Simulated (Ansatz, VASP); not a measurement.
Si2NF2 in VASP and in Ansatz

```xyz
5
Lattice="3.2024 0.0000 0.0000 -1.6012 2.7734 0.0000 0.0000 0.0000 7.8094" Properties=species:S:1:pos:R:3 pbc="T T T"
Si    0.0000    1.8489    2.7001
Si    1.6012    0.9245    5.1093
N     0.0000    0.0000    3.9047
F     0.0000    1.8489    6.2135
F     1.6012    0.9245    1.5959
```

Change from the starting cell: species swapped into the La2GeI2 type (P-3m1, No. 164).

Alike in both runs: functional PBE; k mesh 6 × 6 × 2; occupations gaussian, width 0.1 eV; no spin polarisation.

Ansatz relaxed the structure, and its values are those at the end. VASP's run is a single point on that final structure, the one shown.

|  | VASP | Ansatz |
| --- | --- | --- |
| version | VASP 6.6.1 | Ansatz 0.2.0 |
| potentials or method | VASP PAW PBE potentials, release 64 (Si, N, F) | scalar-relativistic, plane waves, PAW |
| plane-wave cutoff (eV) | 520 | 420 |
| valence electrons in the cell | 27 | 27 |

|  | VASP | Ansatz | Ansatz less VASP |
| --- | --- | --- | --- |
| gap on the k mesh at the Fermi level (eV) | none | none | - |
| pressure (GPa) | 0.0 | 0.1 | +0.09 |
| rms of the force components (eV/Å) | 0.008 | 0.009 | +0.0008 |

A gap of «none» marks a metal or a gap that the smearing closes.

Caveats: the k mesh is coarse (spacing up to 0.40 Å⁻¹), so the values aren't converged; this functional lacks dispersion, which binds the layers, so the pressure and a relaxed spacing across them are unreliable; an odd number of electrons without spin polarisation forces a metal; a magnetic or distorted state may lie lower.
